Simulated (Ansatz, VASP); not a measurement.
# SnAs: VASP beside Ansatz, part 2 of 2

Wanted: the spread between two codes on one cell, functional and k mesh. The cell is taken from a series of runs on this material, whose earlier steps may have relaxed, scaled, displaced or heated it; both programs get it as it stands.

VASP 6.6.1 and Ansatz 0.2.0.

So far: The structure; Ansatz: zone-centre phonons, PBEsol.

### 3. VASP: zone-centre phonons, PBEsol

Level of this step: PBEsol; plane waves and PAW (Sn_d, As) (VASP).

The same cell, functional, mesh and smearing now go to VASP, with its own data sets.

Lines of VASP's logs that name or quote its potential files are left out, and so is its time.

Contents of INCAR:

```
SYSTEM = SnAs
PREC = Accurate
ENCUT = 500
EDIFF = 1E-08
NELM = 120
ISMEAR = 1
SIGMA = 0.2
LREAL = .FALSE.
ALGO = Normal
GGA = PS
NBANDS = 15
LORBIT = 11
LWAVE = .FALSE.
LCHARG = .FALSE.
ISIF = 2
IBRION = 8
LASPH = .TRUE.
GGA_COMPAT = .FALSE.
```

Contents of POSCAR:

```
SnAs
1.0
    0.0000000000      2.8575090151      2.8575090151
    2.8575090151      0.0000000000      2.8575090151
    2.8575090151      2.8575090151      0.0000000000
Sn As
1 1
Direct
    0.0000000000      0.0000000000      0.0000000000
    0.5000000000      0.5000000000      0.5000000000
```

Contents of KPOINTS:

```
Automatic mesh
0
Gamma
6 6 6
0 0 0
```

The projector-augmented-wave data sets are Sn_d and As (PBE family, release 64).

Run with:

```bash
$ mpirun -np 1 vasp_std
```

Numbers of over 12 decimals in the logs are rounded to 6 here.

What it wrote:

```text
[banner, memory and clock lines left out]
running    1 mpi-ranks, on    1 nodes
 distrk:  each k-point on    1 cores,    1 groups
 distr:  one band on    1 cores,    1 groups

 POSCAR found type information on POSCAR SnAs
 POSCAR found :  2 types and       2 ions
|                                                                             |
|               ----> ADVICE to this user running VASP <----                  |
|                                                                             |
|     You enforced a specific xc type in the INCAR file but a different       |
|     [... a line on the potential file left out ...]
|     I HOPE YOU KNOW WHAT YOU ARE DOING!                                     |
|                                                                             |

 LDA part: xc-table for (Slater+PW92), standard interpolation
 POSCAR, INCAR and KPOINTS ok, starting setup
 FFT: planning ... GRIDC
 FFT: planning ... GRID_SOFT
 FFT: planning ... GRID
 WAVECAR not read
 entering main loop
       N       E                     dE             d eps       ncg     rms          rms(c)
DAV:   1     0.109736763483E+03    0.10974E+03   -0.91893E+03   480   0.158E+03
DAV:   2    -0.100919838274E+01   -0.11075E+03   -0.10737E+03   508   0.348E+02
DAV:   3    -0.942315792937E+01   -0.84140E+01   -0.83810E+01   620   0.865E+01
DAV:   4    -0.959834062389E+01   -0.17518E+00   -0.17514E+00   550   0.135E+01
DAV:   5    -0.960398698224E+01   -0.56464E-02   -0.56463E-02   682   0.231E+00    0.270E+00
DAV:   6    -0.950720325197E+01    0.96784E-01   -0.17954E-01   702   0.476E+00    0.158E+00
DAV:   7    -0.949941278708E+01    0.77905E-02   -0.37510E-02   635   0.164E+00    0.535E-01
DAV:   8    -0.949836403309E+01    0.10488E-02   -0.29532E-03   592   0.604E-01    0.616E-02
DAV:   9    -0.949837125398E+01   -0.72209E-05   -0.21178E-04   628   0.166E-01    0.560E-02
DAV:  10    -0.949837172618E+01   -0.47219E-06   -0.16507E-05   607   0.296E-02    0.327E-02
DAV:  11    -0.949837056832E+01    0.11579E-05   -0.54036E-06   668   0.244E-02    0.484E-03
DAV:  12    -0.949837020447E+01    0.36385E-06   -0.57231E-07   585   0.681E-03    0.260E-03
DAV:  13    -0.949837016447E+01    0.40005E-07   -0.25284E-08   530   0.146E-03    0.147E-03
DAV:  14    -0.949837018704E+01   -0.22575E-07   -0.29187E-08   456   0.220E-03    0.217E-04
DAV:  15    -0.949837019206E+01   -0.50131E-08   -0.23225E-09   359   0.352E-04
   1 F= -.94983702E+01 E0= -.94991453E+01  d E =0.232531E-02
 Linear response reoptimize wavefunctions to high precision
DAV:   1    -0.949837020284E+01   -0.10784E-07   -0.17644E-10   331   0.129E-04
DAV:   2    -0.949837020277E+01    0.65938E-10   -0.30667E-11   359   0.574E-05
 Linear response DOF=           2
 Linear response progress:
  Degree of freedom:   1/  2
       N       E                     dE             d eps       ncg     rms          rms(c)
RMM:   1    -0.211904641978E+00   -0.21190E+00    0.53488E-01  1121   0.119E+01
RMM:   2    -0.217637346684E+00   -0.57327E-02   -0.11487E-02  1562   0.944E-01    0.535E-02
RMM:   3    -0.217629040960E+00    0.83057E-05   -0.88839E-04  1651   0.248E-01    0.282E-02
RMM:   4    -0.217473308420E+00    0.15573E-03   -0.55677E-05  1685   0.669E-02    0.863E-03
RMM:   5    -0.217442207812E+00    0.31101E-04   -0.66003E-06  1698   0.208E-02    0.250E-03
RMM:   6    -0.217445502524E+00   -0.32947E-05   -0.10420E-06  1770   0.661E-03    0.100E-03
RMM:   7    -0.217446974237E+00   -0.14717E-05   -0.23175E-07  1752   0.246E-03    0.517E-04
RMM:   8    -0.217445828285E+00    0.11460E-05    0.20395E-07  1707   0.102E-03    0.345E-05
RMM:   9    -0.217445389482E+00    0.43880E-06    0.11040E-07  1793   0.489E-04    0.249E-05
RMM:  10    -0.217445361492E+00    0.27990E-07    0.54560E-07  1861   0.251E-04    0.265E-05
RMM:  11    -0.217445484096E+00   -0.12260E-06    0.29226E-07  1774   0.148E-04    0.314E-05
RMM:  12    -0.217446053451E+00   -0.56936E-06    0.16775E-07  1674   0.124E-04    0.773E-05
RMM:  13    -0.217445006067E+00    0.10474E-05    0.74359E-08  1694   0.119E-04    0.431E-06
RMM:  14    -0.217444804065E+00    0.20200E-06   -0.87521E-09  1791   0.779E-05    0.139E-05
RMM:  15    -0.217445003900E+00   -0.19983E-06    0.74207E-09  1680   0.590E-05    0.101E-06
RMM:  16    -0.217445045851E+00   -0.41951E-07    0.12055E-08  1831   0.490E-05    0.434E-06
RMM:  17    -0.217444999775E+00    0.46076E-07    0.71205E-09  1599   0.454E-05    0.965E-07
RMM:  18    -0.217444982569E+00    0.17206E-07    0.56465E-10  1573   0.435E-05    0.234E-07
RMM:  19    -0.217444981026E+00    0.15432E-08   -0.60217E-10   987   0.422E-05    0.326E-07
 first order change of Fermi-energy  -0.85370E-03
 force on displaced ion       1 direction 1 :  -1.716   0.000   0.000
 Linear response progress:
  Degree of freedom:   2/  2
       N       E                     dE             d eps       ncg     rms          rms(c)
RMM:   1    -0.419847755898E-01   -0.41985E-01    0.77429E-02  1819   0.102E+00
RMM:   2    -0.429546718456E-01   -0.96990E-03   -0.16070E-03  1615   0.220E-01    0.605E-02
RMM:   3    -0.430936847150E-01   -0.13901E-03   -0.14559E-04  1682   0.617E-02    0.334E-02
RMM:   4    -0.433141988022E-01   -0.22051E-03   -0.20002E-05  1667   0.286E-02    0.507E-03
RMM:   5    -0.433483733442E-01   -0.34175E-04   -0.12673E-06  1687   0.780E-03    0.210E-03
RMM:   6    -0.433369080320E-01    0.11465E-04   -0.94899E-08  1701   0.223E-03    0.863E-04
RMM:   7    -0.433340329241E-01    0.28751E-05   -0.90654E-09  1710   0.566E-04    0.502E-05
RMM:   8    -0.433341077864E-01   -0.74862E-07   -0.23144E-08  1792   0.142E-04    0.184E-05
RMM:   9    -0.433340568594E-01    0.50927E-07    0.15178E-07  1786   0.494E-05    0.640E-06
RMM:  10    -0.433340557667E-01    0.10927E-08   -0.70295E-11  1816   0.187E-05    0.235E-06
 first order change of Fermi-energy   0.13328E-02
 force on displaced ion       2 direction 1 :  -1.752   0.000   0.000
 Linear response finished
```

From OUTCAR (step 3):

```text
ion  position               nearest neighbor table
   1  0.000  0.000  0.000-   2 2.86   2 2.86   2 2.86   2 2.86   2 2.86   2 2.86
   2  0.500  0.500  0.500-   1 2.86   1 2.86   1 2.86   1 2.86   1 2.86   1 2.86

  LATTYP: Found a face centered cubic cell.
 ALAT       =     5.7150180302

 Subroutine GETGRP returns: Found 48 space group operations
 (whereof 48 operations were pure point group operations)

The static configuration has the point symmetry O_h .

 Found     16 irreducible k-points:

   k-points           NKPTS =     16   k-points in BZ     NKDIM =     16   number of bands    NBANDS=     15

   dimension x,y,z NGX =    30 NGY =   30 NGZ =   30
   dimension x,y,z NGXF=    60 NGYF=   60 NGZF=   60

   ENCUT  =  500.0 eV  36.75 Ry    6.06 a.u.   7.37  7.37  7.37*2*pi/ulx,y,z

   NELECT =      19.0000    total number of electrons

 k-points in reciprocal lattice and weights: Automatic mesh
   0.00000000  0.00000000  0.00000000       0.005
   0.16666667  0.00000000  0.00000000       0.037
   0.33333333  0.00000000  0.00000000       0.037
   0.50000000  0.00000000  0.00000000       0.019
   0.16666667  0.16666667  0.00000000       0.028
   0.33333333  0.16666667  0.00000000       0.111
   0.50000000  0.16666667  0.00000000       0.111
  -0.33333333  0.16666667  0.00000000       0.111
  -0.16666667  0.16666667  0.00000000       0.056
[...]
-0.33333333  0.33333333  0.16666667       0.111
  -0.33333333  0.50000000  0.16666667       0.056

 average (electrostatic) potential at core
       1 -99.8779       2 -47.4845

  Total       -0.0516090     -0.0516090     -0.0516090      0.0000000      0.0000000     -0.0000000
  in kB       -1.7719162     -1.7719162     -1.7719162      0.0000000      0.0000000     -0.0000000
  external PRESSURE =      -1.7719162 kB  Pullay stress =       0.0000000 kB

  energy-cutoff  :      500.00
  volume of cell :       46.67
      direct lattice vectors                 reciprocal lattice vectors
     0.000000000  2.857509015  2.857509015    -0.174977576  0.174977576  0.174977576
     2.857509015  0.000000000  2.857509015     0.174977576 -0.174977576  0.174977576
     2.857509015  2.857509015  0.000000000     0.174977576  0.174977576 -0.174977576

 POSITION                                       TOTAL-FORCE (eV/Angst)
 -----------------------------------------------------------------------------------
      0.00000      0.00000      0.00000         0.000000      0.000000      0.000000
      2.85751      2.85751      2.85751        -0.000000     -0.000000     -0.000000
 -----------------------------------------------------------------------------------
    total drift:                               -0.000000      0.000000      0.000000

 Eigenvectors and eigenvalues of the dynamical matrix
 ----------------------------------------------------

   1 f  =    3.041184 THz    19.108320 2PiTHz  101.442967 cm-1    12.577319 meV
             X         Y         Z           dx          dy          dz
      0.000000  0.000000  0.000000     0.000000    0.000000   -0.618068
      2.857509  2.857509  2.857509     0.000000    0.000000    0.786125

   2 f  =    3.041184 THz    19.108320 2PiTHz  101.442967 cm-1    12.577319 meV
             X         Y         Z           dx          dy          dz
      0.000000  0.000000  0.000000     0.343979    0.513504    0.000000
      2.857509  2.857509  2.857509    -0.437510   -0.653129    0.000000

   3 f  =    3.041184 THz    19.108320 2PiTHz  101.442967 cm-1    12.577319 meV
             X         Y         Z           dx          dy          dz
      0.000000  0.000000  0.000000     0.513504   -0.343979    0.000000
      2.857509  2.857509  2.857509    -0.653129    0.437510    0.000000

   4 f/i=    0.015385 THz     0.096667 2PiTHz    0.513191 cm-1     0.063628 meV
             X         Y         Z           dx          dy          dz
      0.000000  0.000000  0.000000    -0.153707    0.770952    0.000000
      2.857509  2.857509  2.857509    -0.120847    0.606138    0.000000

   5 f/i=    0.015385 THz     0.096667 2PiTHz    0.513191 cm-1     0.063628 meV
             X         Y         Z           dx          dy          dz
      0.000000  0.000000  0.000000     0.000000    0.000000    0.786125
      2.857509  2.857509  2.857509     0.000000    0.000000    0.618068

   6 f/i=    0.015385 THz     0.096667 2PiTHz    0.513191 cm-1     0.063628 meV
             X         Y         Z           dx          dy          dz
      0.000000  0.000000  0.000000     0.770952    0.153707    0.000000
      2.857509  2.857509  2.857509     0.606138    0.120847    0.000000

 ELASTIC MODULI CONTR FROM IONIC RELAXATION (kBar)
 Direction    XX          YY          ZZ          XY          YZ          ZX
 --------------------------------------------------------------------------------
 XX           0.0000      0.0000      0.0000      0.0000      0.0000      0.0000
 YY           0.0000      0.0000      0.0000      0.0000      0.0000      0.0000
 ZZ           0.0000      0.0000      0.0000      0.0000      0.0000      0.0000
 XY           0.0000      0.0000      0.0000      0.0000      0.0000      0.0000
 YZ           0.0000      0.0000      0.0000      0.0000      0.0000      0.0000
 ZX           0.0000      0.0000      0.0000      0.0000      0.0000      0.0000
 --------------------------------------------------------------------------------
```

This run has no spin polarisation. Its electron count is odd, so without a moment it is a metal by construction. Energies printed during the response cycles are not total energies of the cell. The k-mesh is coarse for a metal.

### 4. Side by side

Known differences besides the potentials themselves: VASP's run holds the zone centre alone; the data sets hold 29 valence electrons in Ansatz (on its default PAW (the set named soft_2) files) and 19 in VASP; the cutoff is 420 eV in Ansatz and 500 eV in VASP; Ansatz makes its cores anew for this functional, VASP keeps those of its PBE data sets. Total energies have different zeros and are not compared.

Both answers:

```csv
quantity,Ansatz,VASP,difference
optical mode 1 to 3 (cm⁻¹),100.9,101.4,-0.51 %
```

Modes are paired by rising frequency, not by their patterns, so a pair may set unlike modes beside each other; they are those without the splitting of longitudinal modes.

### 5. Results

| Item | Value |
| --- | --- |
| r.m.s. difference of the optical zone-centre modes, each program's sorted by frequency (zone-centre phonons, PBEsol) | 0.51 cm⁻¹ |
| difference in optical mode 1 to 3 (zone-centre phonons, PBEsol) | -0.5 % |

What this shows: The r.m.s. difference of the optical zone-centre modes, each program's sorted by frequency is 0.51 cm⁻¹ (zone-centre phonons, PBEsol). The data sets hold unlike numbers of valence electrons (29 in Ansatz and 19 in VASP), so part of the differences comes from the potentials. Among the rows given in per cent, the largest difference of the zone-centre phonons, PBEsol pair is in optical mode 1 to 3, -0.5 %. How closely two codes agree says nothing of how well the functional describes the real material.

[Lines on the potential files, build, host, timing and source positions are cut from VASP's logs without a mark.]

[Logs are printed without paths, hosts, clocks, repeated set-up lines and the standing remarks that a program may print on its own settings, such as how far it seeks lower states.]

[Hosts, paths, dates, database ids (printed as entryN), source tags and the programs' standing remarks are cut or masked in the printed files.]
